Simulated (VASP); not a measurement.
All values below come from LDA (Ceperley-Alder, Perdew-Zunger), VASP's LDA PAW potentials (set 64) (plane waves; VASP 6.6.1).

VASP input:

File POSCAR:
```
C
1
    1.2235686558    -2.1192825929    -0.0000000000
    1.2235686558     2.1192825929     0.0000000000
   -0.0000000000     0.0000000000     6.6185440690
C
4
Direct
  0.0000000000   0.0000000000   0.2500000000
  0.0000000000   0.0000000000   0.7500000000
  0.3333330000   0.6666670000   0.2500000000
  0.6666670000   0.3333330000   0.7500000000
```

**KPOINTS**
```
Automatic mesh
0
Gamma
9 9 3
0 0 0
```

INCAR:
```
LASPH = T
EDIFF = 1E-6   ! SCF stop (eV)
LREAL = F
SIGMA = 0.05   ! width (eV)
SYSTEM = C
LWAVE = F
ISIF = 3   ! ions, shape and volume
ISMEAR = 0   ! Gaussian
ALGO = Normal
NSW = 60   ! most ionic steps
PREC = Accurate
EDIFFG = -0.02   ! ionic stop
ENCUT = 520   ! plane-wave cut-off (eV)
LCHARG = F
NELM = 100   ! most electronic steps
IBRION = 2
```

POTCAR, in this order: C (LDA.64 set). Program: vasp_std.

Output

OUTCAR:
```
 ion  position               nearest neighbor table
   1  0.000  0.000  0.250-   3 1.41   3 1.41   3 1.41
   2  0.000  0.000  0.750-   4 1.41   4 1.41   4 1.41
   3  0.333  0.667  0.250-   1 1.41   1 1.41   1 1.41
   4  0.667  0.333  0.750-   2 1.41   2 1.41   2 1.41
  LATTYP: Found a hexagonal cell.
 ALAT       =     2.4471368911
 C/A-ratio  =     2.7046072056
 Subroutine PRICEL returns:
 Original cell was already a primitive cell.
 Subroutine GETGRP returns: Found 24 space group operations
The static configuration has the point symmetry D_3d.
 The point group associated with its full space group is D_6h.
The dynamic configuration has the point symmetry D_3d.
 Subroutine INISYM returns: Found 24 space group operations
 Subroutine IBZKPT returns following result:
 Found     24 irreducible k-points:

 Following reciprocal coordinates:
            Coordinates               Weight
  0.000000  0.000000  0.000000      1.000000
  0.111111 -0.000000  0.000000      6.000000
  0.222222  0.000000  0.000000      6.000000
  0.333333  0.000000  0.000000      6.000000
  0.444444  0.000000  0.000000      6.000000
  0.111111  0.111111  0.000000      6.000000
  0.222222  0.111111  0.000000     12.000000
  0.333333  0.111111  0.000000     12.000000
  0.444444  0.111111  0.000000      6.000000
  0.222222  0.222222  0.000000      6.000000
  0.333333  0.222222  0.000000     12.000000
  0.333333  0.333333  0.000000      2.000000
  0.000000  0.000000  0.333333      2.000000
  0.111111 -0.000000  0.333333     12.000000
  0.222222  0.000000  0.333333     12.000000
  0.333333  0.000000  0.333333     12.000000
  0.444444  0.000000  0.333333     12.000000
  0.111111  0.111111  0.333333     12.000000
  0.222222  0.111111  0.333333     24.000000
  0.333333  0.111111  0.333333     24.000000
  0.444444  0.111111  0.333333     12.000000
  0.222222  0.222222  0.333333     12.000000
  0.333333  0.222222  0.333333     24.000000
  0.333333  0.333333  0.333333      4.000000
   k-points           NKPTS =     24   k-points in BZ     NKDIM =     24   number of bands    NBANDS=     12
   number of dos      NEDOS =    301   number of ions     NIONS =      4
   total plane-waves  NPLWV =  16200
   dimension x,y,z NGX =    18 NGY =   18 NGZ =   50
   dimension x,y,z NGXF=    36 NGYF=   36 NGZF=  100
   ions per type =               4
   PREC   = accura    normal or accurate (medium, high low for compatibility)
   ISTART =      0    job   : 0-new  1-cont  2-samecut
   ICHARG =      2    charge: 1-file 2-atom 10-const
   ISPIN  =      1    spin polarized calculation?
   LNONCOLLINEAR =      F non collinear calculations
   LSORBIT =      F    spin-orbit coupling
   INIWAV =      1    electr: 0-lowe 1-rand  2-diag
   ENCUT  =  520.0 eV  38.22 Ry    6.18 a.u.   4.55  4.55 12.31*2*pi/ulx,y,z
   NELM   =    100;   NELMIN=  2; NELMDL= -5     # of ELM steps
   EDIFF  = 0.1E-05   stopping-criterion for ELM
   LREAL  =      F    real-space projection
   NLSPLINE    = F    spline interpolate recip. space projectors
   LMAXMIX     =    2 max onsite mixed and CHGCAR
   VOSKOWN=      0    Vosko Wilk Nusair interpolation
   EDIFFG = -.2E-01   stopping-criterion for IOM
   NSW    =     60    number of steps for IOM
   NBLOCK =      1;   KBLOCK =     60    inner block; outer block
   IBRION =      2    ionic relax: 0-MD 1-quasi-New 2-CG
   NFREE  =      1    steps in history (QN), initial steepest desc. (CG)
   ISIF   =      3    stress and relaxation
   ISYM   =      2    0-nonsym 1-usesym 2-fastsym
   TEIN   =    0.0    initial temperature
   TEBEG  =    0.0;   TEEND  =   0.0 temperature during run
   SMASS  =  -3.00    Nose mass-parameter (am)
   PSTRESS=    0.0 pullay stress
...
```

OSZICAR:
```
       N       E                     dE             d eps       ncg     rms          rms(c)
DAV:   1     0.486617413081E+02    0.48662E+02   -0.84266E+03   576   0.123E+03
DAV:   2    -0.391343690078E+02   -0.87796E+02   -0.80431E+02   804   0.235E+02
DAV:   3    -0.432415110375E+02   -0.41071E+01   -0.40766E+01   740   0.515E+01
DAV:   4    -0.432939061862E+02   -0.52395E-01   -0.52327E-01   704   0.703E+00
DAV:   5    -0.432950574174E+02   -0.11512E-02   -0.11501E-02   720   0.992E-01    0.941E+00
DAV:   6    -0.411041530620E+02    0.21909E+01   -0.22591E+00   692   0.104E+01    0.536E+00
DAV:   7    -0.404297064977E+02    0.67445E+00   -0.23178E+00   664   0.106E+01    0.141E+00
DAV:   8    -0.404311657764E+02   -0.14593E-02   -0.79483E-02   640   0.197E+00    0.162E-01
DAV:   9    -0.404305171230E+02    0.64865E-03   -0.21097E-03   732   0.371E-01    0.698E-02
DAV:  10    -0.404305061999E+02    0.10923E-04   -0.13135E-04   724   0.893E-02    0.238E-02
DAV:  11    -0.404305045522E+02    0.16477E-05   -0.55621E-06   744   0.200E-02    0.514E-03
DAV:  12    -0.404305044876E+02    0.64596E-07   -0.46519E-07   500   0.596E-03
   1 F= -.40430504E+02 E0= -.40429867E+02  d E =-.404305E+02
```

**OUTCAR**
```
------------------------ aborting loop because EDIFF is reached ----------------------------------------
  FORCE on cell =-STRESS in cart. coord.  units (eV):
  Direction    XX          YY          ZZ          XY          YZ          ZX
  --------------------------------------------------------------------------------------
  Total        0.0574910      0.0574909     -0.0440753      0.0000000      0.0000000      0.0000000
  in kB        2.6834937      2.6834924     -2.0572952      0.0000000      0.0000000      0.0000000
  external PRESSURE =       1.1032303 kB  Pullay stress =       0.0000000 kB
  volume of cell :       34.32
      direct lattice vectors                 reciprocal lattice vectors
     1.223568656 -2.119282593  0.000000000     0.408640739 -0.235928895  0.000000000
     1.223568656  2.119282593  0.000000000     0.408640739  0.235928895  0.000000000
     0.000000000  0.000000000  6.618544069     0.000000000  0.000000000  0.151090631
 POSITION                                       TOTAL-FORCE (eV/Angst)
 -----------------------------------------------------------------------------------
      0.00000      0.00000      1.65464        -0.000000      0.000000      0.000000
      0.00000      0.00000      4.96391         0.000000     -0.000000     -0.000000
      1.22357      0.70643      1.65464         0.000000     -0.000000      0.000000
      1.22357     -0.70643      4.96391        -0.000000     -0.000000     -0.000000
 -----------------------------------------------------------------------------------
    total drift:                               -0.000000     -0.000000      0.000000
  FREE ENERGIE OF THE ION-ELECTRON SYSTEM (eV)
  ---------------------------------------------------
  free  energy   TOTEN  =       -40.4305044876 eV

  energy  without entropy=      -40.4292302038  energy(sigma->0) =      -40.42986735

 reached required accuracy - stopping structural energy minimisation
```
(Selected blocks of OUTCAR.)

OUTCAR:
```
 val. band max:        4.7720871412   @ k =   0.3333   0.3333   0.0000

 cond. band min:       4.8041485803   @ k =   0.3333   0.3333   0.3333


 Fermi energy:         4.7937941135

 k-point     1 :       0.0000    0.0000    0.0000
  band No.  band energies     occupation
      1     -14.8129      2.00000
      2     -14.4604      2.00000
      3      -3.9826      2.00000
      4      -1.7944      2.00000
      5       1.8119      2.00000
      6       1.8119      2.00000
      7       1.8325      2.00000
      8       1.8326      2.00000
      9       8.7349      0.00000
     10      13.2291      0.00000
     11      13.2640      0.00000
     12      13.2890      0.00000

 k-point     2 :       0.1111   -0.0000    0.0000
  band No.  band energies     occupation
      1     -14.5162      2.00000
      2     -14.1699      2.00000
      3      -3.6174      2.00000
      4      -1.4549      2.00000
      5       0.6996      2.00000
      6       0.7482      2.00000
      7       1.2195      2.00000
      8       1.2566      2.00000
      9       9.0928      0.00000
     10      13.2940      0.00000
     11      13.4175      0.00000
     12      14.4863      0.00000

 k-point     3 :       0.2222    0.0000    0.0000
  band No.  band energies     occupation
      1     -13.6314      2.00000
      2     -13.3041      2.00000
      3      -2.5363      2.00000
      4      -1.8565      2.00000
      5      -1.7566      2.00000
      6      -0.4591      2.00000
      7       0.0365      2.00000
      8       0.0884      2.00000
      9      10.1693      0.00000
     10      12.6257      0.00000
     11      13.0606      0.00000
     12      13.2675      0.00000

 k-point     4 :       0.3333    0.0000    0.0000
  band No.  band energies     occupation
      1     -12.1787      2.00000
      2     -11.8824      2.00000
      3      -4.8127      2.00000
      4      -4.6582      2.00000
      5      -1.0036      2.00000
      6      -0.9444      2.00000
...
```

The compound is C in the graphite structure. It was relaxed first. The k-mesh is coarse (spacing up to 0.33 per Å, 2π included), so the numbers may not be converged in it. The start is the result of an earlier pass.
